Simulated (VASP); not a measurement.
## Bulk modulus against bond length in rock-salt oxides and chalcogenides of divalent metals

PBE in VASP (plane waves, PAW). Static lattice, from a third-order Birch-Murnaghan fit over five volumes at each level. The bond length is the nearest-neighbour distance.

Here d stands for bond length and y for ln of B0 in GPa.

```
solid  bond length (Å)  ln of B0 in GPa  cut-off (eV)
-----  ---------------  ---------------  ------------
MgO              2.124                ?           520
CdO              2.392            4.833           520
CaO              2.421            4.654           520
MgSe             2.752            4.113           520
CaSe             2.983            3.866           520
PbSe             3.109            3.839           520
SnTe             3.204            3.696           520
BaTe             3.545            3.344           520
```

Question: Using a straight line in ln d, estimate the missing y at d = 2.124 from the other rows, showing the fit.

Answer: With u = ln d - 1.06, the rows have u = -0.18787, -0.17582, -0.04767, 0.03293, 0.07430, 0.10440, 0.20554. Means: u 0.00083000, y 4.0493. About the means, the sum of products is -0.46010 and the sum of squares of u is 0.12823; the slope is their ratio. Least squares gives y = 4.0523 - 3.5882·u. Residuals (row less fit): 0.1066, -0.0292, -0.1103, -0.0681, 0.0533, 0.0183, 0.0292; standard error 0.0813 (degrees of freedom: 5). The slope is -3.59 with a standard error of 0.23. So B0 goes as d to the power -3.6 over these rows; such a law is empirical and holds within one kind of bonding. At the withheld row, u = -0.30670, so y = 4.0523 - 3.5882 × (-0.30670) = 5.1528. The calculation gives 5.022, 0.1308 below the prediction (7.8 % of the range of y in the table). The row lies outside the fitted rows, so this is an extrapolation. From the scatter of the fitted rows alone, a prediction at this place has a standard error of 0.1115, so the miss is 1.2 times that.

The run's B0 for MgO is 152 GPa. SnTe stands in this structure, which distorts at low temperature. The rows are a random draw from the solids of this series computed here; series whose standard error about the line passes 12 to 30 % of the range of y, or with no trend, aren't shown in this form.
